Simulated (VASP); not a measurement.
Given:

```
CELL_PARAMETERS angstrom
      0.00000     3.05780     3.05780
      3.05780     0.00000     3.05780
      3.05780     3.05780     0.00000
ATOMIC_POSITIONS crystal
  Ga 0.00000 0.00000 0.00000
  Sb 0.75000 0.75000 0.75000
```

These are PBEsol GGA, VASP's PBE PAW potentials (set 64) (plane waves; VASP 6.6.1) values and carry that method's errors. Settings: PREC = Normal, EDIFF = 1E-5, 400 eV cut-off, 8×8×8 Γ-centred mesh, Gaussian smearing of 0.050 eV, potentials Ga_d Sb.

Unless said otherwise, spin-orbit coupling is left out, though it shifts the bands of the heavy elements here.

### Question
What does the run give for the energy per atom (σ→0), band gap (on the k-mesh) with the smallest direct gap where there is one?

### Answer

The band gap (on the k-mesh) is none (metal, semimetal or under 0.01 eV) and the energy per atom (σ→0) is -4.073 eV/atom.

Only differences to runs with the same potentials and settings are physical.

The compound is GaSb in the zinc blende structure. It was relaxed first.
